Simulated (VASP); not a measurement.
# LaSb2Au: structure and properties in VASP, part 2 of 2

Aim: relax LaSb2Au, then compute properties on the relaxed cell. Left out of this account: 1 further run (relaxation: it shows nothing beyond the runs told). The start is a cell from a database of measured crystal structures.

VASP 6.6.1; PBEsol; plane waves and PAW (La, Sb, Au).

So far. Step 4 (Density, ELF and potential (PBEsol)): In this run the pressure is -0.05 GPa, small enough to go on. Step 5 (Band structure (PBEsol)): There is no gap at this level. The relaxed cell has a = 4.456, c = 10.177 Å (conventional setting).

## (6) Density of states (PBEsol) (continued)

Force by atom:

```
atom  x (eV/Å)  y (eV/Å)  z (eV/Å)   size
 La1     0.000     0.000     0.136  0.136
 La2     0.000     0.000    -0.136  0.136
 Sb3     0.000     0.000    -0.046  0.046
 Sb4     0.000     0.000     0.046  0.046
 Sb5     0.000     0.000     0.000  0.000
 Sb6     0.000     0.000     0.000  0.000
 Au7     0.000     0.000     0.000  0.000
 Au8     0.000     0.000     0.000  0.000
```

The finer mesh and the other smearing move the Fermi level by +0.15 eV from the 5×5×3 run, one measure of the sampling error in the zero of the bands above. Of the states within 0.3 eV of the Fermi level, the largest shares in the PAW spheres are Sb p 24 %, La f 7 % and Au d 7 %. The rest lies in smaller channels or between the spheres.

## (7) Optical spectrum (PBEsol)

LOPTICS sums transitions from filled to empty bands. NBANDS is raised for it.

Contents of INCAR:

```
SYSTEM = LaSb2Au
PREC = Accurate
ENCUT = 400
EDIFF = 1E-06
NELM = 100
ISMEAR = 0
SIGMA = 0.05
LREAL = .FALSE.
ALGO = Normal
GGA = PS
NBANDS = 96
LASPH = .TRUE.
LORBIT = 11
LWAVE = .FALSE.
LCHARG = .FALSE.
KPAR = 4
LOPTICS = .TRUE.
NEDOS = 1500
CSHIFT = 0.1
```

Contents of POSCAR:

```
LaSb2Au
1.0
    4.4559316300      0.0000000000      0.0000000000
    0.0000000000      4.4559316300      0.0000000000
    0.0000000000      0.0000000000     10.1771498196
La Sb Au
2 4 2
Direct
    0.5000000000      0.0000000000      0.7484144766
    0.0000000000      0.5000000000      0.2515855234
    0.5000000000      0.0000000000      0.1745352280
    0.0000000000      0.5000000000      0.8254647720
    0.0000000000      0.0000000000      0.5000000000
    0.5000000000      0.5000000000      0.5000000000
    0.0000000000      0.0000000000      0.0000000000
    0.5000000000      0.5000000000      0.0000000000
```

Contents of KPOINTS:

```
Automatic mesh
0
Gamma
8 8 4
0 0 0
```

Potentials, in the order of the species: La, Sb and Au (PBE family, release 64).

Run with:

```sh
$ mpirun -np 4 vasp_std
```

The job ended after 2.4 min (4 MPI ranks of Intel Xeon 6975P-C (Granite Rapids), shared host; peak memory 4 GiB).

These are independent-particle spectra without excitons or local fields, and fine structure depends on the mesh and on CSHIFT. The intraband (Drude) part is not in this spectrum.

This step gave:

* SCF cycles: 16
* bands: 96
* free energy (TOTEN): -43.23 eV
* energy at zero smearing: -43.22 eV
* Fermi energy: 8.822 eV
* pressure: -0.2015 GPa

The imaginary dielectric function has structure finer than the step of the table below, so its rows give means over 1 eV, whole bins alone (the curve runs from 0 to 25.0 eV). Peaks (eV: height): xx 0.1: 203; zz 0.5: 45.0, 2.0: 25.9.

Table of imaginary dielectric function by photon energy; means over each step:

```
photon energy (eV)     xx     zz
                 1   25.9   20.5
                 2   23.5   22.4
                 3   13.2   17.6
                 4   9.17   11.0
                 5   7.18   8.06
                 6   6.66   6.59
                 7   4.64   5.33
                 8   3.18   3.38
                 9   1.93   2.55
                10   1.25   1.73
                11   1.03   1.38
                12  0.943   1.08
                13  0.865  0.902
                14  0.699  0.664
                15  0.575  0.595
                16  0.577  0.607
                17  0.734  0.731
                18   1.19   1.25
                19   1.18   1.17
                20   1.40   1.28
                21  0.864  0.991
                22  0.570  0.548
                23  0.269  0.314
                24  0.178  0.160
```

Table of real dielectric function by photon energy:

```
photon energy (eV)       xx        zz
               0.0      366      90.6
               0.5    -2.29      32.6
               1.0     12.7      19.5
               1.5     12.5      17.8
               2.0    0.400      11.6
               2.5    -1.59      5.73
               3.0    -1.78    -0.872
               3.5    -2.14     -1.21
               4.0    -1.29     -2.97
               4.5    -1.76     -1.57
               5.0    -1.00     -2.26
               5.5    -1.22     -2.04
               6.0    -1.64     -1.08
               6.5    -2.95     -2.09
               7.0    -2.80     -2.98
               7.5    -2.67     -2.63
               8.0    -2.52     -2.65
               8.5    -2.43     -1.89
               9.0    -1.97     -2.17
               9.5    -1.68     -1.80
              10.0    -1.26     -1.37
              10.5   -0.917     -1.22
              11.0   -0.755     -1.20
              11.5   -0.491    -0.900
              12.0   -0.387    -0.716
              12.5   -0.290    -0.559
              13.0   -0.159    -0.415
              13.5   -0.159    -0.433
              14.0  -0.0309    -0.224
              14.5   0.0827  -0.00481
              15.0    0.186    0.0595
              15.5    0.335     0.233
              16.0    0.496     0.365
              16.5    0.611     0.432
              17.0    0.728     0.737
              17.5    0.944     0.813
              18.0    0.597     0.544
              18.5    0.529     0.274
              19.0    0.481     0.488
              19.5    0.502     0.319
              20.0  -0.0104    0.0235
              20.5   -0.345    -0.149
              21.0   -0.204    -0.323
              21.5   -0.248    -0.374
              22.0   -0.265    -0.283
              22.5   -0.196    -0.176
              23.0  -0.0985    -0.198
              23.5   0.0332   -0.0407
              24.0    0.164    0.0851
              24.5    0.197     0.155
```

Force by atom:

```
atom  x (eV/Å)  y (eV/Å)  z (eV/Å)    size
 La1    0.0000    0.0000    0.0732  0.0732
 La2    0.0000    0.0000   -0.0732  0.0732
 Sb3    0.0000    0.0000   -0.0747  0.0747
 Sb4    0.0000    0.0000    0.0747  0.0747
 Sb5    0.0000    0.0000    0.0000  0.0000
 Sb6    0.0000    0.0000    0.0000  0.0000
 Au7    0.0000    0.0000    0.0000  0.0000
 Au8    0.0000    0.0000    0.0000  0.0000
```

## (8) Outcome

```json
{
  "relaxed volume": "25.26 Å³/atom",
  "relaxed conventional cell a, b, c": "4.456, 4.456, 10.177 Å",
  "space group after relaxing, within 0.02 Å": "P4/nmm (No. 129)",
  "band gap": "none, a metal",
  "DOS at the Fermi level": "2.83 states/eV/cell"
}
```

In words: With PBEsol, LaSb2Au relaxes to 25.26 Å³/atom in space group P4/nmm (held by the symmetry of the run) and comes out as a metal. Against the listed cell the volume lies -1.6 % (a +0.4 %, c -2.4 %). Band structure (PBEsol): Of the bands kept, 4 cross the Fermi level on this path. Spin-orbit coupling is left out, and with elements this heavy it would split and shift bands near the Fermi level. The k-sampling is coarse for a metal, so the Fermi level, pressures and the shape of the cell carry errors. No search among competing phases was made, and a listed structure need not be the one stable at ambient conditions. All values are for a static lattice at zero temperature.

[Lines on the potential files, build, host, timing and source positions are cut from VASP's logs without a mark.]

[Logs are printed without paths, hosts, clocks, repeated set-up lines and the standing remarks that a program may print on its own settings, such as how far it seeks lower states.]

[Hosts, paths, dates, database ids (printed as entryN), source tags and the programs' standing remarks are cut or masked in the printed files.]

[A measured line is paired with the nearest computed mode of its activity, which favours agreement.]
